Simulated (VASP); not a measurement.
Level of theory: PBEsol GGA, VASP's PBE PAW potentials (set 64) (plane waves; VASP 6.6.1).

Input for VASP

**POSCAR**
```
SrCl2
1.0
  0.0000000000   3.4601064366   3.4601064366
  3.4601064366   0.0000000000   3.4601064366
  3.4601064366   3.4601064366   0.0000000000
Sr Cl
1 2
Cartesian
  0.0000000000   0.0000000000   0.0000000000
  1.7300532183   1.7300532183   1.7300532183
  5.1901596549   5.1901596549   5.1901596549
```

File KPOINTS:
```
Automatic mesh
0
Gamma
6 6 6
0 0 0
```

**INCAR**
```
SYSTEM = SrCl2
PREC = Accurate
ENCUT = 500
EDIFF = 1E-6
NELM = 100
ALGO = Normal
LREAL = .FALSE.
LASPH = .TRUE.
ISMEAR = 0
SIGMA = 0.05
GGA = PS
LMAXMIX = 4
LWAVE = .FALSE.
LCHARG = .FALSE.
IBRION = 2
ISIF = 3
NSW = 40
EDIFFG = -0.02
```

POTCAR, in this order: Sr_sv Cl (PBE.64 set). Program: vasp_std.

### Question
What will the output report for the number of irreducible k-points (NKPTS), largest plane-wave count, number of space-group operations, FFT grid (NGX, NGY, NGZ)?

### Answer

| Property | Result |
|---|---|
| number of irreducible k-points (NKPTS) | 16 |
| largest plane-wave count | 2126 |
| number of space-group operations | 48 |
| FFT grid (NGX, NGY, NGZ) | 36 × 36 × 36 |

The compound is SrCl2 in the fluorite structure. It was relaxed first.
